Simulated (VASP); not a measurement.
These are revPBE GGA, VASP's PBE PAW potentials (set 64) (plane waves; VASP) values and carry that method's errors.

Input for VASP

**INCAR**
```
! general
SYSTEM  = PtSe2
PREC    = Accurate
ENCUT   = 520
LREAL   = .False.
LASPH   = .True.

! electronic loop
EDIFF   = 1E-6
NELM    = 100
ALGO    = Normal   ! blocked Davidson
LMAXMIX = 6

! smearing
ISMEAR  = 0   ! Gaussian
SIGMA   = 0.05   ! width (eV)

! functional
GGA     = RE   ! revPBE

! ions
IBRION  = 2
NSW     = 60   ! most ionic steps
ISIF    = 3
EDIFFG  = -0.02   ! ionic stop

! output
LWAVE   = .False.
LCHARG  = .False.
```

### POSCAR
```
PtSe2
1
    1.8870297224    -3.2684316050    -0.0000000000
    1.8870297224     3.2684316050     0.0000000000
   -0.0000000000    -0.0000000000     8.1512764103
Pt Se
1 2
Direct
  0.0000000000   0.0000000000   0.0000000000
  0.3333330000   0.6666670000   0.1601593866
  0.6666670000   0.3333330000   0.8398406134
```

KPOINTS:
```
Automatic mesh
0
Gamma
6 6 3
0 0 0
```

POTCAR, in this order: Pt Se (PBE.64 set). Program: vasp_std.

Without a dispersion term in the relaxation, distances and binding between the weakly bound layers, chains or molecules are unreliable, and so is what depends on them.

Task: What does the run give for the energy per atom (σ→0)?

Result: 
```yaml
energy per atom (σ→0): -4.425 eV/atom
```

### OSZICAR
```
...
DAV:   7    -0.132949939029E+02    0.18591E+00   -0.96669E-01   531   0.104E+01    0.340E+00
DAV:   8    -0.132795434507E+02    0.15450E-01   -0.70214E-02   664   0.197E+00    0.748E-01
DAV:   9    -0.132757914561E+02    0.37520E-02   -0.13963E-02   657   0.126E+00    0.191E-01
DAV:  10    -0.132760867562E+02   -0.29530E-03   -0.27626E-03   671   0.369E-01    0.719E-02
DAV:  11    -0.132760881682E+02   -0.14120E-05   -0.95358E-05   573   0.102E-01    0.298E-02
DAV:  12    -0.132760763787E+02    0.11789E-04   -0.87410E-05   622   0.730E-02    0.658E-03
DAV:  13    -0.132760769786E+02   -0.59987E-06   -0.39180E-06   657   0.156E-02
   1 F= -.13276077E+02 E0= -.13276077E+02  d E =-.132761E+02
```

The compound is PtSe2 in the 1T layered structure. It was relaxed first, which changed the volume by +64 %. The start is the result of an earlier pass.
